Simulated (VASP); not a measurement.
These are PBEsol GGA, VASP's PBE PAW potentials (set 64) (plane waves; VASP) values and carry that method's errors.

A VASP calculation is set up with these files.

KPOINTS:
```
k-points along high-symmetry lines
8
Line-mode
Reciprocal
  0.000000   0.000000   0.000000 ! GAMMA
 -0.500000  -0.500000   0.000000 ! Y

 -0.500000  -0.500000   0.000000 ! Y
 -0.625000  -0.375000   0.000000 ! C_0

 -0.375000   0.375000   0.000000 ! SIGMA_0
  0.000000   0.000000   0.000000 ! GAMMA

  0.000000   0.000000   0.000000 ! GAMMA
  0.500000   0.500000   0.500000 ! Z

  0.500000   0.500000   0.500000 ! Z
  0.125000   0.875000   0.500000 ! A_0

 -0.125000   0.125000   0.500000 ! E_0
  0.000000   0.000000   0.500000 ! T

  0.000000   0.000000   0.500000 ! T
 -0.500000  -0.500000   0.000000 ! Y

  0.000000   0.000000   0.000000 ! GAMMA
 -0.500000   0.000000   0.000000 ! S

 -0.500000   0.000000   0.000000 ! S
  0.000000   0.500000   0.500000 ! R

  0.000000   0.500000   0.500000 ! R
  0.500000   0.500000   0.500000 ! Z

  0.500000   0.500000   0.500000 ! Z
  0.000000   0.000000   0.500000 ! T
```

POSCAR:
```
Pt3Rh
5.4863660
  0.0014749683   0.7079412125   0.7062698243
  0.7079412125   0.0014749683   0.7062698243
  0.3547080904   0.3547080904   0.0000000000
Rh Pt
1 3
direct
  0.0000000000   0.0000000000   0.0000000000
  0.0000000000   0.5000000000   0.0000000000
  0.5000000000   0.0000000000   0.0000000000
  0.5000000000   0.5000000000   0.0000000000
```

### INCAR
```
ALGO = Normal
EDIFF = 1E-7
ENCUT = 400
GGA = PS
ICHARG = 11
ISMEAR = 0
LASPH = .TRUE.
LCHARG = .FALSE.
LMAXMIX = 6
LORBIT = 11
LREAL = .FALSE.
LWAVE = .FALSE.
NELM = 100
PREC = Accurate
SIGMA = 0.05
SYSTEM = Pt3Rh
```

POTCAR, in this order: Rh_pv Pt (PBE.64 set). Program: vasp_std. Read from the step before: CHGCAR.

Output of the run:

File OSZICAR:
```
       N       E                     dE             d eps       ncg     rms          rms(c)
DAV:   1     0.292933662650E+03    0.29293E+03   -0.21592E+04  5312   0.135E+03
DAV:   2    -0.169826490021E+02   -0.30992E+03   -0.29957E+03  5349   0.366E+02
DAV:   3    -0.260925281731E+02   -0.91099E+01   -0.85805E+01  5082   0.618E+01
DAV:   4    -0.262329976945E+02   -0.14047E+00   -0.13994E+00  5074   0.755E+00
DAV:   5    -0.262358265702E+02   -0.28289E-02   -0.28283E-02  5112   0.107E+00
DAV:   6    -0.262359101288E+02   -0.83559E-04   -0.83556E-04  5345   0.174E-01
DAV:   7    -0.262359124059E+02   -0.22771E-05   -0.22774E-05  5122   0.282E-02
DAV:   8    -0.262359124918E+02   -0.85840E-07   -0.85337E-07  4745   0.503E-03
   1 F= -.26235912E+02 E0= -.26230581E+02  d E =-.106635E-01
```

### OUTCAR
```
 val. band max:       11.6321017988   @ k =  -0.5000   0.0000   0.0000

 cond. band min:      11.6389010400   @ k =   0.1429   0.1429   0.1429



 k-point     1 :       0.0000    0.0000    0.0000
  band No.  band energies     occupation
      1     -34.9930      2.00000
      2     -34.9864      2.00000
      3     -34.8215      2.00000
      4       1.3838      2.00000
      5       4.0892      2.00000
      6       4.1657      2.00000
      7       4.5141      2.00000
      8       4.9069      2.00000
      9       7.3687      2.00000
     10       7.4450      2.00000
     11       7.6110      2.00000
     12       7.6485      2.00000
     13       7.8480      2.00000
     14       7.8748      2.00000
     15       8.1157      2.00000
     16       9.9224      2.00000
     17       9.9997      2.00000
     18      11.0154      2.00000
     19      11.2359      2.00000
     20      11.4852      1.99998
     21      11.5508      1.98461
     22      11.6107      1.53502
     23      11.7297      0.00842
     24      11.7501      0.00132
     25      12.0850      0.00000
     26      12.1113      0.00000
     27      13.5131      0.00000

 k-point     2 :      -0.0714   -0.0714    0.0000
  band No.  band energies     occupation
      1     -34.9934      2.00000
      2     -34.9865      2.00000
      3     -34.8215      2.00000
      4       1.4525      2.00000
      5       4.1310      2.00000
      6       4.1992      2.00000
      7       4.5513      2.00000
      8       4.9384      2.00000
      9       7.4068      2.00000
     10       7.4295      2.00000
     11       7.5707      2.00000
     12       7.6866      2.00000
     13       7.8710      2.00000
     14       7.9080      2.00000
     15       8.0821      2.00000
     16       9.9400      2.00000
     17       9.9435      2.00000
     18      10.5594      2.00000
     19      10.6416      2.00000
     20      11.4380      2.00000
     21      11.5436      1.99139
     22      11.7107      0.03598
...
```

The density is held fixed in this step, so its total energy and stress have no physical meaning. Unless said otherwise, spin-orbit coupling is left out, though it shifts the bands of the heavy elements here.

The structure was generated: Pt3Rh was put into an ordered model structure (Cmmm), which need not be its known phase. It was relaxed first. The electron count is odd and the run is not spin-polarised, which forces a metal.
